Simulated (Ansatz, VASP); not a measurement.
# Hf2S2N (Hf2NS2 MXene monolayer): VASP beside Ansatz, part 2 of 2

One calculation is typed for both programs; each brings its own data sets. How far apart do they land? The structure shown is the start of the Ansatz relaxation below; VASP solves that cell, so the two are compared at the walk's first step.

VASP 6.6.1 and Ansatz 0.2.0.

So far: Starting point; Ansatz: relaxation, PBE.

## (3) VASP: single point, PBE, start cell

Level of this step: PBE, zero-moment start; plane waves and PAW (S, Hf_pv, N) (VASP).

The same cell, functional, mesh and smearing now go to VASP, with its own data sets.

Lines of VASP's logs that name or quote its potential files are left out, and so is its time.

File INCAR:

```
SYSTEM = Hf2S2N
PREC = Accurate
ENCUT = 520
EDIFF = 1E-06
NELM = 200
ISMEAR = -1
SIGMA = 0.05
LREAL = .FALSE.
ALGO = Normal
GGA = PE
NBANDS = 27
ISPIN = 2
MAGMOM = 0 0 -0 -0 0
LASPH = .TRUE.
LMAXMIX = 4
LORBIT = 11
LWAVE = .FALSE.
LCHARG = .FALSE.
ISIF = 2
LDIPOL = .TRUE.
IDIPOL = 3
DIPOL = 0.5 0.5 0.279
LVHAR = .TRUE.
GGA_COMPAT = .FALSE.
NELMDL = -8
KPAR = 2
```

File POSCAR:

```
Hf2S2N
1.0
    3.2175000000      0.0000000000      0.0000000000
   -1.6087500000      2.7864370000      0.0000000000
    0.0000000000      0.0000000000     36.2968990000
S Hf N
2 2 1
Direct
    0.3333332137      0.6666664274      0.1928539405
    0.6666666069      0.3333332137      0.3650022279
    0.6666666069      0.3333332137      0.2439515563
    0.3333332137      0.6666664274      0.3139046396
    0.0000000000      0.0000000000      0.2789280980
```

File KPOINTS:

```
Automatic mesh
0
Gamma
12 12 1
0 0 0
```

PAW data sets: S, Hf_pv and N (PBE family, release 64).

Launch:

```bash
> mpirun -np 2 vasp_std
```

Numbers of over 12 decimals in the logs are rounded to 6 here.

The program printed:

```text
[banner, memory and clock lines left out]
running    2 mpi-ranks, on    1 nodes
 distrk:  each k-point on    1 cores,    2 groups
 distr:  one band on    1 cores,    1 groups

 POSCAR found type information on POSCAR S HfN
 POSCAR found :  3 types and       5 ions
 LDA part: xc-table for (Slater+PW92), standard interpolation
 POSCAR, INCAR and KPOINTS ok, starting setup
 FFT: planning ... GRIDC
 FFT: planning ... GRID_SOFT
 FFT: planning ... GRID
 WAVECAR not read
 entering main loop
       N       E                     dE             d eps       ncg     rms          rms(c)
DAV:   1     0.234206026853E+03    0.23421E+03   -0.16987E+04  2516   0.104E+03
DAV:   2    -0.176808301298E+02   -0.25189E+03   -0.24467E+03  2781   0.237E+02
DAV:   3    -0.465646024433E+02   -0.28884E+02   -0.28474E+02  2653   0.731E+01
DAV:   4    -0.474035075046E+02   -0.83891E+00   -0.83393E+00  2688   0.143E+01
DAV:   5    -0.474296995612E+02   -0.26192E-01   -0.26118E-01  2816   0.232E+00
DAV:   6    -0.474307042188E+02   -0.10047E-02   -0.10031E-02  2738   0.496E-01
DAV:   7    -0.474307579391E+02   -0.53720E-04   -0.53708E-04  2901   0.102E-01
DAV:   8    -0.474307600247E+02   -0.20857E-05   -0.20854E-05  2693   0.205E-02    0.714E+01
DAV:   9    -0.434860186137E+02    0.39447E+01   -0.16873E+01  2545   0.188E+01    0.551E+01
DAV:  10    -0.440343028963E+02   -0.54828E+00   -0.72241E+00  2569   0.121E+01    0.118E+01
DAV:  11    -0.432602202268E+02    0.77408E+00   -0.49524E+00  2453   0.796E+00    0.406E+00
DAV:  12    -0.432176282717E+02    0.42592E-01   -0.39398E-01  2519   0.264E+00    0.372E+00
DAV:  13    -0.432149119459E+02    0.27163E-02   -0.32569E-02  2514   0.911E-01    0.104E+00
DAV:  14    -0.432134718669E+02    0.14401E-02   -0.59357E-03  2590   0.389E-01    0.970E-01
[...]
DAV:  22    -0.432134653306E+02   -0.61214E-04   -0.13187E-06  2167   0.332E-03    0.479E-03
DAV:  23    -0.432134905444E+02   -0.25214E-04   -0.10546E-06  2098   0.228E-03    0.300E-03
DAV:  24    -0.432135045657E+02   -0.14021E-04   -0.10424E-07  1851   0.105E-03    0.289E-03
DAV:  25    -0.432135308190E+02   -0.26253E-04   -0.77885E-07  1928   0.208E-03    0.131E-03
DAV:  26    -0.432135350691E+02   -0.42502E-05   -0.92277E-08  1791   0.940E-04    0.273E-03
DAV:  27    -0.432135382121E+02   -0.31429E-05   -0.73347E-08  1792   0.642E-04    0.208E-03
DAV:  28    -0.432135395344E+02   -0.13223E-05   -0.29545E-08  1582   0.527E-04    0.425E-04
DAV:  29    -0.432135399446E+02   -0.41025E-06   -0.66528E-09  1253   0.308E-04
   1 F= -.43213540E+02 E0= -.43203651E+02  d E =-.197788E-01  mag=     0.0000
```

OUTCAR, selected parts (step 3):

```text
ion  position               nearest neighbor table
   1  0.333  0.667  0.193-   3 2.62   3 2.62   3 2.63
   2  0.667  0.333  0.365-   4 2.62   4 2.62   4 2.62
   3  0.667  0.333  0.244-   5 2.25   5 2.25   5 2.25   1 2.62   1 2.62   1 2.63   4 3.15   4 3.15
                             4 3.15
   4  0.333  0.667  0.314-   5 2.25   5 2.25   5 2.25   2 2.62   2 2.62   2 2.62   3 3.15   3 3.15
                             3 3.15
   5  0.000  0.000  0.279-   4 2.25   3 2.25   3 2.25   4 2.25   4 2.25   3 2.25

  LATTYP: Found a hexagonal cell.
 ALAT       =     3.2175000000
 C/A-ratio  =    11.2810874903

 Subroutine GETGRP returns: Found 12 space group operations
 (whereof  6 operations were pure point group operations)

The static configuration has the point symmetry C_3v.
 The point group associated with its full space group is D_3d.

 Found     19 irreducible k-points:

   k-points           NKPTS =     19   k-points in BZ     NKDIM =     19   number of bands    NBANDS=     27

   dimension x,y,z NGX =    24 NGY =   24 NGZ =  270
   dimension x,y,z NGXF=    48 NGYF=   48 NGZF=  540

   ENCUT  =  520.0 eV  38.22 Ry    6.18 a.u.   5.98  5.98 67.49*2*pi/ulx,y,z

   NELECT =      37.0000    total number of electrons

 k-points in reciprocal lattice and weights: Automatic mesh
   0.00000000  0.00000000  0.00000000       0.007
   0.08333333 -0.00000000  0.00000000       0.042
   0.16666667 -0.00000000  0.00000000       0.042
   0.25000000  0.00000000  0.00000000       0.042
   0.33333333 -0.00000000  0.00000000       0.042
   0.41666667 -0.00000000  0.00000000       0.042
   0.50000000  0.00000000  0.00000000       0.021
   0.08333333  0.08333333  0.00000000       0.042
   0.16666667  0.08333333  0.00000000       0.083
[...]
0.33333333  0.25000000  0.00000000       0.083
   0.33333333  0.33333333  0.00000000       0.014

 dipolmoment           0.000000      0.000000      0.000010 electrons x Angstroem

 average (electrostatic) potential at core
       1 -93.8417       2 -93.8416       3 -45.3845       4 -45.3845       5 -72.7538

 E-fermi :  -3.0258

 spin component 1
 k-point     1 :       0.0000    0.0000    0.0000
  band No.  band energies     occupation
    ...
     12      -7.8927      1.00000
     13      -6.8684      1.00000
     14      -5.4550      1.00000
     15      -3.2251      0.98176
     16      -3.2251      0.98176
     17      -2.5406      0.00006
     18      -2.3406      0.00000
     19      -2.3406      0.00000
     20      -1.7751      0.00000
     21      -1.7751      0.00000
    ...

 k-point     2 :       0.0833   -0.0000    0.0000
  band No.  band energies     occupation
    ...
     13      -6.5716      1.00000
     14      -5.5825      1.00000
     15      -3.6173      0.99999
     16      -3.2091      0.97505
     17      -3.1093      0.84153
     18      -2.6900      0.00121
     19      -2.4800      0.00002
     20      -1.8291      0.00000
     21      -1.4701      0.00000
     22      -0.5861      0.00000
    ...

 k-point     3 :       0.1667   -0.0000    0.0000
  band No.  band energies     occupation
    ...
     14      -5.8457      1.00000
     15      -4.4578      1.00000
     16      -4.1666      1.00000
     17      -3.3140      0.99687
     18      -3.0343      0.54204
     19      -2.9891      0.32406
     20      -1.7311      0.00000
     21      -1.0310      0.00000
     22      -0.4849      0.00000
     23      -0.1767      0.00000
    ...

 k-point     4 :       0.2500    0.0000    0.0000
  band No.  band energies     occupation
    ...
     15      -5.4078      1.00000
     16      -4.9523      1.00000
     17      -3.7565      1.00000
     18      -3.5559      0.99998
     19      -3.2234      0.98112
     20      -1.1956      0.00000
     21      -0.7629      0.00000
     22      -0.3679      0.00000
     23       0.2218      0.00000
     24       1.1542      0.00000
    ...

 k-point     5 :       0.3333   -0.0000    0.0000
  band No.  band energies     occupation
    ...
     15      -6.0456      1.00000
     16      -5.1703      1.00000
     17      -4.3108      1.00000
     18      -3.7204      1.00000
     19      -3.4108      0.99955
     20      -1.0230      0.00000
     21      -0.4394      0.00000
     22       0.5077      0.00000
     23       0.8290      0.00000
     24       1.5894      0.00000
    ...

 k-point     6 :       0.4167   -0.0000    0.0000
  band No.  band energies     occupation
    ...
     15      -5.9969      1.00000
     16      -5.2087      1.00000
     17      -4.5696      1.00000
     18      -3.8234      1.00000
     19      -3.5306      0.99996
     20      -1.1943      0.00000
     21       0.4624      0.00000
     22       1.3221      0.00000
     23       1.4795      0.00000
     24       2.1009      0.00000
    ...

  Total        5.5620403      5.5620413     -8.0300520      0.0000000      0.0000000      0.0000000
  in kB       27.3846632     27.3846683    -39.5359003      0.0000000      0.0000000      0.0000000
  external PRESSURE =       5.0778104 kB  Pullay stress =       0.0000000 kB

  energy-cutoff  :      520.00
  volume of cell :      325.41
      direct lattice vectors                 reciprocal lattice vectors
     3.217500000  0.000000000  0.000000000     0.310800311  0.179440626  0.000000000
    -1.608750000  2.786437000  0.000000000     0.000000000  0.358881252  0.000000000
     0.000000000  0.000000000 36.296899000     0.000000000  0.000000000  0.027550563

 POSITION                                       TOTAL-FORCE (eV/Angst)
 -----------------------------------------------------------------------------------
      0.00000      1.85762      7.00000        -0.000000     -0.000000      2.256136
      1.60875      0.92881     13.24845         0.000000      0.000000     -2.256136
      1.60875      0.92881      8.85468        -0.000000      0.000000     -2.403510
      0.00000      1.85762     11.39376         0.000000      0.000000      2.403510
      0.00000      0.00000     10.12423         0.000000      0.000000      0.000000
 -----------------------------------------------------------------------------------
    total drift:                               -0.000000      0.000762      0.001024

  FREE ENERGIE OF THE ION-ELECTRON SYSTEM (eV)
  ---------------------------------------------------
  free  energy   TOTEN  =       -43.2135399446 eV

  energy  without entropy=      -43.1937611006  energy(sigma->0) =      -43.20365052

 vacuum level on the upper side and lower side of the slab         2.872         2.871

 total charge
# of ion       s       p       d       tot
------------------------------------------
    1        1.367   2.311   0.000   3.678
    2        1.367   2.311   0.000   3.678
    3        0.301   6.548   1.681   8.530
    4        0.301   6.548   1.681   8.530
    5        1.244   2.495   0.000   3.738
--------------------------------------------------
tot          4.580  20.213   3.362  28.154

 magnetization (x)
# of ion       s       p       d       tot
------------------------------------------
    1       -0.000  -0.000   0.000  -0.000
    2       -0.000  -0.000   0.000  -0.000
    3        0.000   0.000   0.000   0.000
    4        0.000   0.000   0.000   0.000
    5       -0.000  -0.000   0.000  -0.000
--------------------------------------------------
tot         -0.000  -0.000   0.000   0.000

[... 1 further part left out ...]
```

## (4) Comparison

Known differences besides the potentials themselves: Ansatz cuts the interaction across the vacuum, VASP repeats the sheet with a dipole correction; the data sets hold 69 valence electrons in Ansatz (on its default PAW (the set named soft_2) files) and 37 in VASP; the cutoff is 420 eV in Ansatz and 520 eV in VASP. Total energies have different zeros and are not compared.

Forces (eV/Å; atoms numbered as in POSCAR):

```csv
atom,"Ansatz x, y, z","VASP x, y, z"
S1,"0.000, 0.000, 2.202","0.000, 0.000, 2.256"
S2,"0.000, 0.000, -2.202","0.000, 0.000, -2.256"
Hf3,"0.000, 0.000, -2.460","0.000, 0.000, -2.404"
Hf4,"0.000, 0.000, 2.460","0.000, 0.000, 2.404"
N5,"0.000, 0.000, 0.000","0.000, 0.000, 0.000"
```

The forces differ by 28 meV/Å r.m.s., which is 2.4 % of the r.m.s. force of 1.204 eV/Å (both taken over all components). Moments aren't recorded for both runs of this pair, so they may hold unlike magnetic states. With vacuum in the cell, a pressure given here is an average over mostly empty space and none of the material.

## (5) Summary of results

```json
{"r.m.s. force difference (single point, PBE, start cell)": "2.4 % of the r.m.s. force"}
```

In words: The r.m.s. force difference is 2.4 % of the r.m.s. force (single point, PBE, start cell), within the 3 % picked in this series as the mark of a large difference. The data sets hold unlike numbers of valence electrons (69 in Ansatz and 37 in VASP), so part of the differences comes from the potentials. 1 further run of this series is not shown here. How closely two codes agree says nothing of how well the functional describes the real material.

[Lines on the potential files, build, host, timing and source positions are cut from VASP's logs without a mark.]

[Logs are printed without paths, hosts, clocks, repeated set-up lines and the standing remarks that a program may print on its own settings, such as how far it seeks lower states.]

[Hosts, paths, dates, database ids (printed as entryN), source tags and the programs' standing remarks are cut or masked in the printed files.]
